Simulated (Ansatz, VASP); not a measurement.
**Zr2SNO (Zr2NOS MXene monolayer): VASP beside Ansatz**

One calculation is typed for both programs; each brings its own data sets. How far apart do they land? The structure shown is the start of the Ansatz relaxation below; VASP solves that cell, so the two are compared at the walk's first step.

Program: Ansatz 0.2.0. Level of theory: plane waves, with VASP 6.6.1 beside it; single point at PBEsol with D3(BJ). Results are calculated unless marked as measured.

## 1. Starting point

The cell holds 5 atoms: 1 S, 2 Zr, 1 N and 1 O. Its edges and angles: a = 3.217 Å, b = 3.218 Å, c = 42.237 Å, α = 90.0°, β = 90.0°, γ = 120.0°. Vacuum lies along c.

As a file:

```cif
data_structure
_symmetry_space_group_name_H-M 'P 1'
_symmetry_Int_Tables_number 1
_cell_length_a 3.2175
_cell_length_b 3.2175
_cell_length_c 42.2365
_cell_angle_alpha 90.000
_cell_angle_beta 90.000
_cell_angle_gamma 120.000
_cell_volume 378.67
loop_
_atom_site_label
_atom_site_type_symbol
_atom_site_fract_x
_atom_site_fract_y
_atom_site_fract_z
_atom_site_occupancy
S1 S 0.33333 0.66667 0.43327 1
Zr2 Zr 0.66667 0.33333 0.47719 1
Zr3 Zr 0.33333 0.66667 0.53730 1
N4 N 0.00000 0.00000 0.50724 1
O5 O 0.66667 0.33333 0.56673 1
```

## 2. Ansatz: relaxation, PBEsol with D3(BJ)

Ansatz runs on its default PAW (the set named soft_2) files.

The two programs are compared at the cell with which this relaxation starts, whose forces are those of its first step.

input.yaml

```yaml
crystal:
  lattice:
    - [3.2175, 0.0, 0.0]
    - [-1.60875, 2.7864367367, 0.0]
    - [0.0, 0.0, 42.2365260438]
  atoms:
    - { symbol: S, position: [0.3333333333, 0.6666666667, 0.4332742703] }
    - { symbol: Zr, position: [0.6666666667, 0.3333333333, 0.4771861427], spin: 1.0 }
    - { symbol: "N", position: [0.0, 0.0, 0.5072440073] }
    - { symbol: Zr, position: [0.3333333333, 0.6666666667, 0.5373018718], spin: 1.0 }
    - { symbol: O, position: [0.6666666667, 0.3333333333, 0.5667257297] }
  periodic: [true, true, false]
magnetization:
  spin_polarized: true
kpoints:
  mp_grid: { grid: [12, 12, 1] }
hamiltonian:
  xc: pbesol
  dispersion: d3bj
scf:
  occupations: { method: fermi_dirac, width: 0.05 }
  convergence: { dr2_threshold: 1.0e-09 }
relax:
  f_tol: 0.004
  max_steps: 90
  cell: {}
output:
  write_potential: true
  write_density: true
  volumetric_format: npy
```

Run with:

```sh
> ansatz run input.yaml --threads 4 --pin off --max-ram 12288MiB --backend cpu --events-out ev --progress --plain --runs-dir out
```

Numbers of over 12 decimals in the logs are rounded to 6 here.

What it wrote:

```text
Warning: relax.cell: scf.convergence.dr2_threshold = 1e-9 eV is looser than the 2.04498185763e-10 eV advised for a relaxation that steers and ends on the stress (1e-10 eV for each atom of the cell: 5, times the square of relax.cell.stress_2d_tol = 0.05 N/m over 15.6 Å (the atoms' height at the walk's start and 5 Å past either face), 3.198e-2 GPa, over a crystal's default 0.05). What an SCF threshold leaves in a stress goes as its square root, and in the free energy as the threshold itself, and one threshold admits the most on a small cell: [figures from the program's tests cut] Set scf.convergence.dr2_threshold to 2.04498185763e-10 eV or tighter. [rest of the remark cut]
Engine: ansatz 0.2.0, x86_64-unknown-linux-gnu
Pseudopotentials: kind: paw
Pseudopotential: S, paw, valence charge 6, recommended cutoff 420 eV (normal), S.paw.azcp
Pseudopotential: Zr, paw, valence charge 12, recommended cutoff 420 eV (normal), Zr.paw.azcp
Pseudopotential: N, paw, valence charge 5, recommended cutoff 420 eV (normal), N.paw.azcp
Pseudopotential: O, paw, valence charge 6, recommended cutoff 420 eV (normal), O.paw.azcp
Functional definition: PBEsol
  exchange = pbesol_x
  correlation = pbesol_c
Crystal: 5 atoms, lattice volume = 378.666 Å³
Basis set: ecut = 420 eV, 7521 PW (Γ), exchange–correlation on 48×48×576 points (8 copies of the dense FFT grid, shifted against one another)
Bands: 27, of which v1, the nominal top of the filled ones, is band 21 counted from 1 (20 counted from 0)
Symmetry: 6 space group operations
Space group: P3m1 (ITA 156), of the structure as read, at distance tolerance 7.2e-5 Å
Magnetic group: BNS 156.49 (UNI 1279), of the structure as read, at distance tolerance 7.2e-5 Å
k-points: 19 of 144 (time reversal used)
Non-local potential: S, projectors of the file, l = 0: 2, l = 1: 2, l = 2: 2
Non-local potential: Zr, projectors of the file, l = 0: 3, l = 1: 2, l = 2: 2, l = 3: 2
Non-local potential: N, projectors of the file, l = 0: 2, l = 1: 2, l = 2: 1
Non-local potential: O, projectors of the file, l = 0: 2, l = 1: 2, l = 2: 1
PAW form: soft (Blöchl's): semilocal exchange-correlation on the pseudo side does not see the compensation charge
PAW frozen core: S, regenerated for the run's functional, and the local potential with it (the file was generated under x = pbe(κ = 0.804, μ = 0.219515), c = pbe(β = 0.066725))
PAW frozen core: Zr, regenerated for the run's functional, and the local potential with it (the file was generated under x = pbe(κ = 0.804, μ = 0.219515), c = pbe(β = 0.066725))
PAW frozen core: N, regenerated for the run's functional, and the local potential with it (the file was generated under x = pbe(κ = 0.804, μ = 0.219515), c = pbe(β = 0.066725))
PAW frozen core: O, regenerated for the run's functional, and the local potential with it (the file was generated under x = pbe(κ = 0.804, μ = 0.219515), c = pbe(β = 0.066725))
PAW one-centre angular grid: S, 110 points (default); XC on 64 Gauss nodes
PAW one-centre angular grid: Zr, 590 points (default); XC on 64 Gauss nodes
PAW one-centre angular grid: N, 110 points (default); XC on 64 Gauss nodes
PAW one-centre angular grid: O, 110 points (default); XC on 64 Gauss nodes
Initial density: superposition of atomic densities (neutral atoms: chi_scale 0, normalization atom)
Starting moments: Σ|m| = 2 μB on 2 of 5 sites
Initial wavefunctions: pseudopotential atomic-orbital guess
Functional: x = pbesol(κ = 0.804, μ = 0.123457), c = pbesol(β = 0.046)
SCF iter   1: F=—  HF=-10093.108973 eV  |F-HF|=—  |Δ(HF+E_count)|=         —  Δρ=2.80e-2 (↑2.80e-2 ↓2.64e-2)  dr2=1.81e1  dr2_m=1.67e-1  M=0.626 μB ∫|m|=0.733 μB  β_m=0.30  ethr=3.10e-3  ⟨swp⟩=13.8  Hψ=8034  notcnv=0
Mixer restart at iter 1: flushing history
preconditioner: auto → LDOS  [metal: Δε(μ)=0.060 eV  Ē_g=10.390 eV  σ=0.050 eV  W_gap=0.29  n_scr=24 (ndim 8)  ℏωp=9.5 eV  f_vac=0.778  D(μ)=2.36/eV (n_scr^D=14)]
spin=Collinear: LDOS preconditioning applied to the charge; magnetization (m = ρ↑ − ρ↓) channel mixes plain (no charge-response kernel on spin).
SCF iter   2: F=—  HF=-10090.547999 eV  |F-HF|=—  |Δ(HF+E_count)|=    2.56e0  Δρ=1.46e-2 (↑1.46e-2 ↓1.29e-2)  dr2=5.24e0  dr2_m=9.60e-2  M=0.491 μB ∫|m|=0.612 μB  β_m=0.45  ethr=3.10e-3  ⟨swp⟩=3.7  Hψ=2389  notcnv=0  defer=46
[...]
iter 1 solved again at ethr=1.22e-7 eV; its pass at ethr=3.10e-3 eV (dr2=5.01e-5 eV) is discarded
SCF iter   1: F=—  HF=-10090.725453 eV  |F-HF|=—  |Δ(HF+E_count)|=         —  Δρ=4.20e-6 (↑4.19e-6 ↓4.20e-6)  dr2=8.98e-9  dr2_m=7.35e-12  M=-0.000 μB ∫|m|=0.000 μB  β_m=0.65  ethr=1.22e-7  ⟨swp⟩=6.6  Hψ=13374  notcnv=0
eigensolver tolerance schedule: the retry pair's looser diagonalisation over-reported the residual by 5576.47 of it (diagonalisation noise at 0.28 of the residual, at the tolerance the schedule requests for it); recorded, not acted on — ethr = c·dr2/N_el stays at c = 1.0e-1
preconditioner: auto → LDOS  [metal: Δε(μ)=0.033 eV  Ē_g=9.495 eV  σ=0.050 eV  W_gap=0.16  n_scr=22 (ndim 8)  ℏωp=9.4 eV  f_vac=0.796  D(μ)=2.30/eV (n_scr^D=12)]
spin=Collinear: LDOS preconditioning applied to the charge; magnetization (m = ρ↑ − ρ↓) channel mixes plain (no charge-response kernel on spin).
SCF iter   2: F=—  HF=-10090.725551 eV  |F-HF|=—  |Δ(HF+E_count)|=   9.76e-5  Δρ=1.49e-6 (↑1.49e-6 ↓1.48e-6)  dr2=3.09e-9  dr2_m=2.59e-12  M=-0.000 μB ∫|m|=0.000 μB  β_m=0.54  ethr=2.19e-11  ⟨swp⟩=6.1  Hψ=4153  notcnv=0
SCF iter   3: F=—  HF=-10090.725571 eV  |F-HF|=—  |Δ(HF+E_count)|=   1.99e-5  Δρ=6.98e-7 (↑6.98e-7 ↓6.97e-7)  dr2=4.11e-10  dr2_m=1.23e-12  M=-0.000 μB ∫|m|=0.000 μB  β_m=0.61  ethr=7.54e-12  ⟨swp⟩=4.0  Hψ=1955  notcnv=0
SCF iter   4: F=-10090.725582 eV  HF=-10090.725580 eV  |F-HF|=2.06e-6  |Δ(HF+E_count)|=   9.25e-6  Δρ=2.01e-7 (↑2.00e-7 ↓2.01e-7)  dr2=6.33e-11  dr2_m=3.35e-13  M=-0.000 μB ∫|m|=0.000 μB  ethr=1.00e-12  ⟨swp⟩=13.7  Hψ=8887  notcnv=0
the starting moments were not kept: the SCF closed with an absolute magnetisation of 1.7e-6 μB, where they sum to 2 μB in size (2 sites). That is at most 0.1 of that sum. Measured as dr2_m measures the in/out step, that magnetisation stands 2.4e-13 eV from none, at or under the dr2_threshold of 1.0e-9 eV: it is no larger than a step whose dr2_m would equal this threshold.
SCF 10 converged in 4 iterations: F = -10090.725582 eV  dr2 = 6.33e-11
relax step  10: F+E_penalty+E_count = -10090.72558223 eV  Δ(F+E_penalty+E_count) = -1.167e-4 eV  max|allowed force component| = 9.415e-4 eV/Å  Δτ_max = 0.0000 Å  P = +0.004 N/m  Ω = 393.889 Å³  fix = [c, alpha, beta]  reactions: c +0.000 N/m  stress off target by 4.12e-3 N/m on what of the cell is left free  SCF on the basis re-selected at this cell (its energy is not comparable with the rows above)  (4 SCF iters)
basis re-selected at this cell: Δ(F+E_penalty+E_count) = -1.167e-4 eV, ΔP = +0.001 N/m vs the last step (what re-selecting the basis moved, of the pressure what is left beyond the Pulay correction that the steps carried, after the strain that the cell walked since its last selection, with what the two solves' SCF thresholds leave and, on support functions, any second-order correction that the steps lacked; it is no m [...]
WARN: The output density's exchange-correlation potential varies sharply where the density is thin. Do not read a vacuum level from v_tot or v_xc, or from such a field of the output density. On a cell that repeats whose density bears no net charge and no dipole along the vacuum's axis use v_es (v_loc + v_h of the components); under efield.dipole_correction with no amplitude use v_es + v_field, which holds any externa [...]
SCF converged after 4 iterations
Magnetization: -0.0000 μB (20.5000 up, 20.5000 down)
Absolute magnetization: 0.0000 μB (∫|ρ↑−ρ↓|, with the PAW one-centre terms)
Spin contamination: 0.0000 ħ² per cell (⟨S²⟩ above its minimum at these occupations)
Per-site moments (μB) at R_I (Å): [(-1.7407875839321026e-8, 1.025000), (-2.5898093033899767e-7, 0.959186), (2.511847813938422e-7, 0.944793), (-1.9252661824455462e-7, 0.872431), (-3.19571676809724e-8, 0.872431)]
Free energy (F): -10090.725582 eV
Harris-Foulkes:  -10090.725580 eV  (|F-HF|=2.06e-6)
Internal energy: -10090.708605 eV  (E = F + TS)
E sigma→0 (E₀):  -10090.717094 eV
Entropy (-TS):   -0.016977 eV (-3.395 meV/atom)
Fermi energy:    -5.186424 eV
--- Per-component energies (eV) ---
  E_band       = -909.003400
  E_kinetic    = 1085.297133
  E_local      = -140197.894730  (includes V_loc(G=0)·N_el)
  E_nonlocal   = 280.811292
  E_hartree    = 69393.359751
  E_xc         = -553.907606
  E_vxc        = -643.390601  (∫ρ·V_xc dr)
  E_paw        = -6657.398919  (= ΣΔE_a)
  E_vpaw       = -220.549405  (= ΣTr[D̂ρ^β])
  E_aug_tail   = 0.002590  (compensation charges beyond the density's cutoff)
  E_ewald      = 66559.749920
  E_disp       = -1.184812  (pairwise vdW)
  E_core_change = 0.456777  (= ΣΔE_core)
  E_smearing   = -0.016977  (= −TS)
  E_closure    = -0.000000  (closes the sum)
  Σ components = -10090.725582   (vs F -10090.725582, Δ=0.00e0)
--- Forces (eV/Å), atoms counted from 1 ---
  atom   1  S      0.00000000     0.00000000     0.00004417
  atom   2  Zr     0.00000000    -0.00000000     0.00073887
  atom   3  N      0.00000000    -0.00000000    -0.00037251
  atom   4  Zr    -0.00000000    -0.00000000    -0.00094215
  atom   5  O      0.00000000    -0.00000000     0.00052836
  max |Σ_I F_I| component: 3.27e-6 eV/Å
--- 2D stress c σ (N/m, compression-positive) ---
        0.004118      -0.000000      -0.000000
       -0.000000       0.004118       0.000000
       -0.000000       0.000000       0.000000
  P = ½ c Tr σ = 0.0041 N/m
--- Band table (eV; the first three rows and the last of 38) ---
  k-point 0 ↑: bands = [... 17 lower, -7.7792, -6.0495, -6.0495, -4.6471, -4.6471, -4.5474, -2.9461, -2.9032, ... 2 higher]
  k-point 1 ↑: bands = [... 17 lower, -7.7766, -6.4157, -6.2225, -4.8252, -4.3678, -4.2573, -3.1677, -2.8434, ... 2 higher]
  k-point 2 ↑: bands = [... 17 lower, -8.2517, -6.8877, -6.4660, -5.2263, -3.8822, -3.8495, -3.1392, -2.5378, ... 2 higher]
  k-point 18 ↓: bands = [... 17 lower, -9.3854, -8.2592, -7.9094, -4.0307, -3.8774, -3.0656, -2.3481, -2.0386, ... 2 higher]
  the weakly bound empty levels are not read free of the cell's end (no_gap_told)
--- Relaxed structure (8 steps of the walk, 7 accepted, 2 SCFs on fresh bases) ---
  F+E_penalty+E_count = -10090.72558223 eV   max|allowed force component| = 9.415e-4 eV/Å   (the final SCF, on the basis selected at the relaxed cell)
  cell:  # Å, volume = 393.8892 Å³
    - [3.281539, 0, 0]
    - [-1.640770, 2.841897, 0]
    - [0, 0, 42.2365260438]
  atoms:
    - { symbol: S, position: [0.333333, 0.666667, 0.438102] }
    - { symbol: Zr, position: [0.666667, 0.333333, 0.476168] }
    - { symbol: N, position: [1.63835908009977e-18, 0, 0.508087] }
    - { symbol: Zr, position: [0.333333, 0.666667, 0.538559] }
    - { symbol: O, position: [0.666667, 0.333333, 0.560816] }
```

[end of part 1 of 2]

[Lines on the potential files, build, host, timing and source positions are cut from VASP's logs without a mark.]

[Logs are printed without paths, hosts, clocks, repeated set-up lines and the standing remarks that a program may print on its own settings, such as how far it seeks lower states.]

[Hosts, paths, dates, database ids (printed as entryN), source tags and the programs' standing remarks are cut or masked in the printed files.]
